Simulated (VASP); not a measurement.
A run of VASP 6.6.1:

Contents of INCAR:

```
PREC = Accurate
ENCUT = 520
EDIFF = 1E-6
ISMEAR = 0
SIGMA = 0.1
LREAL = False
LASPH = True
NELM = 60
ALGO = Normal
ISIF = 2
LWAVE = False
LCHARG = False
GGA = PS
NBANDS = 19
```

The input KPOINTS:

```
regular mesh
0
Gamma
  12 12 12
```

File POSCAR:

```
ZrZn
1.0
    3.2923369579      0.0000000000      0.0000000000
    0.0000000000      3.2923369579      0.0000000000
    0.0000000000      0.0000000000      3.2923369579
Zr Zn
1 1
Direct
    0.5000000000      0.5000000000      0.5000000000
    0.0000000000      0.0000000000      0.0000000000
```

Potentials or basis: VASP PAW PBE potentials, release 64 (Zr_sv, Zn).

Launch:

```console
$ cat potpaw_PBE.64/Zr_sv/POTCAR potpaw_PBE.64/Zn/POTCAR > POTCAR
$ mpirun -np 1 vasp_std > vasp.out
```

Hardware: 1 thread of Intel(R) Xeon(R) Platinum 8375C CPU @ 2.90GHz (Ice Lake), with other jobs on the host.

Q: How long does it take, and how much memory?

A: Run time: 44 s on 1 thread of Intel(R) Xeon(R) Platinum 8375C CPU @ 2.90GHz (Ice Lake), with other jobs on the host, peak memory 0.18 GiB. Counts: scf iterations 12, k points 84.
